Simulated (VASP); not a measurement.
OSZICAR of a VASP run on CoAl (CsCl type):

OSZICAR:
```
       N       E                     dE             d eps       ncg     rms          rms(c)
DAV:   1     0.298197474157E+02    0.29820E+02   -0.45832E+03  1152   0.102E+03
DAV:   2    -0.125835132980E+02   -0.42403E+02   -0.39843E+02  1132   0.173E+02
DAV:   3    -0.136372402662E+02   -0.10537E+01   -0.10464E+01  1312   0.358E+01
DAV:   4    -0.136547248507E+02   -0.17485E-01   -0.17478E-01  1386   0.421E+00
DAV:   5    -0.136552196861E+02   -0.49484E-03   -0.49483E-03  1302   0.687E-01    0.125E+01
DAV:   6    -0.165820787929E+02   -0.29269E+01   -0.74558E+01  1272   0.127E+02    0.180E+01
DAV:   7    -0.120032248518E+02    0.45789E+01   -0.33480E+01  1236   0.814E+01    0.183E+00
DAV:   8    -0.119987545114E+02    0.44703E-02   -0.22897E-01  1154   0.403E+00    0.119E+00
DAV:   9    -0.119855646587E+02    0.13190E-01   -0.44132E-02  1354   0.300E+00    0.310E-01
DAV:  10    -0.119850573214E+02    0.50734E-03   -0.16947E-03  1454   0.562E-01    0.132E-01
DAV:  11    -0.119850496873E+02    0.76341E-05   -0.59172E-05  1590   0.937E-02    0.346E-02
DAV:  12    -0.119850406540E+02    0.90333E-05   -0.48905E-05  1320   0.100E-01    0.503E-03
DAV:  13    -0.119850406494E+02    0.46213E-08   -0.46556E-07   616   0.650E-03
   1 F= -.11985041E+02 E0= -.11984854E+02  d E =-.560428E-03
```

Task: Which electronic solver shows in the log?

Result: It is blocked Davidson (ALGO = Normal, or the opening steps of other solvers). The INCAR had ALGO = Normal.

Task: How was spin treated?

Result: Without spin polarisation: there is no mag entry.

Task: Can the final energy be trusted as converged?

Result: The run converged. It stopped with EDIFF = 1E-6, NELM = 100 (PBE GGA, plane waves, VASP's PBE PAW potentials (set 64)).

The compound is CoAl in the CsCl type structure. The cell was not relaxed at this level. The run is not spin-polarised, so no magnetic state was tried.
